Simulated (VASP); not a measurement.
Level of theory: LDA (Ceperley-Alder, Perdew-Zunger), VASP's LDA PAW potentials (set 64) (plane waves; VASP).

VASP ran on this input.

### INCAR
```
ALGO  =  Normal
EDIFF  =  1E-6
ENCUT  =  400
ISIF  =  2
ISMEAR  =  0
LASPH  =  .TRUE.
LCHARG  =  .FALSE.
LMAXMIX  =  4
LREAL  =  .FALSE.
LWAVE  =  .FALSE.
NELM  =  100
PREC  =  Accurate
SIGMA  =  0.272
SYSTEM  =  ZnF2
```

POSCAR:
```
ZnF2
4.7957230
 -0.3978346956   0.3978346956   1.0000000000
  0.3978346956  -0.3978346956   1.0000000000
  0.3978346956   0.3978346956  -1.0000000000
Zn F
2 4
Direct
  0.5000000000   0.5000000000   0.0000000000
  0.2500000000   0.7500000000   0.5000000000
  0.2919000000   0.2919000000   0.0000000000
  0.0419000000   0.5419000000   0.5000000000
  0.4581000000   0.9581000000   0.5000000000
  0.7081000000   0.7081000000   0.0000000000
```

### KPOINTS
```
Automatic mesh
0
Gamma
5 5 5
0 0 0
```

POTCAR, in this order: Zn F (LDA.64 set). Program: vasp_std.

Problem. What will the output report for the number of irreducible k-points (NKPTS), largest plane-wave count, number of space-group operations, FFT grid (NGX, NGY, NGZ)?

Solution. 
```
Quantity                                      Result
--------------------------------------  ------------
number of irreducible k-points (NKPTS)            18
largest plane-wave count                        1283
number of space-group operations                  16
FFT grid (NGX, NGY, NGZ)                36 × 36 × 36
```

The structure was generated: ZnF2 was put into an ordered model structure, which need not be its known phase. The cell was not relaxed at this level. The k-mesh is coarse (spacing up to 0.47 per Å, 2π included), so the numbers may not be converged in it. The run is one of a series of settings (GGA removed, POTCAR Zn F (LDA.64 set) against the base run), some of them coarse on purpose.
